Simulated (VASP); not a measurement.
Level of theory: r2SCAN meta-GGA, VASP's PBE PAW potentials (set 64) (plane waves; VASP).

The input files of a VASP run:

**POSCAR**
```
AgB
1
    2.9884024398     0.0000000000     0.0000000000
    0.0000000000     2.9884024398     0.0000000000
    0.0000000000     0.0000000000     2.9013615920
Ag B
1 1
Direct
  0.0000000000   0.0000000000   0.0000000000
  0.5000000000   0.5000000000   0.5000000000
```

**KPOINTS**
```
Automatic mesh
0
Gamma
12 12 12
0 0 0
```

INCAR:
```
SYSTEM  =  AgB
PREC  =  Accurate; ENCUT  =  600; LREAL  =  F
LASPH  =  T
EDIFF  =  1E-7; NELM  =  100; ALGO  =  Normal
LMAXMIX  =  4; LMIXTAU  =  T
ISMEAR  =  1; SIGMA  =  0.1
METAGGA  =  R2SCAN
ISIF  =  2
LWAVE  =  F; LCHARG  =  F
```

POTCAR, in this order: Ag B (PBE.64 set). Program: vasp_std.

Question: What does the run give for the energy per atom (σ→0), pressure, band gap (on the k-mesh)?

Answer: 
```yaml
energy per atom (σ→0): -1243.1 kJ/mol of atoms
band gap (on the k-mesh): none (metal, semimetal or under 0.01 eV)
pressure: -6.37 GPa
```

OSZICAR:
```
...
DAV:  11    -0.257680928152E+02   -0.74643E-03   -0.20501E-03  4612   0.568E-01    0.458E-02
DAV:  12    -0.257680788090E+02    0.14006E-04   -0.21523E-04  4702   0.195E-01    0.296E-02
DAV:  13    -0.257681011451E+02   -0.22336E-04   -0.38814E-05  4906   0.782E-02    0.535E-03
DAV:  14    -0.257681015120E+02   -0.36694E-06   -0.38286E-06  4777   0.225E-02    0.318E-03
DAV:  15    -0.257681028860E+02   -0.13739E-05   -0.96226E-07  4716   0.119E-02    0.852E-04
DAV:  16    -0.257681031341E+02   -0.24813E-06   -0.39357E-07  4578   0.807E-03    0.332E-04
DAV:  17    -0.257681031275E+02    0.65606E-08   -0.18718E-08  2357   0.158E-03
   1 F= -.25768103E+02 E0= -.25768456E+02  d E =0.105860E-02
```

The structure was generated: AgB was put into the CsCl type (Pm-3m), which need not be its known phase. This cell was strained or had an atom moved on purpose.
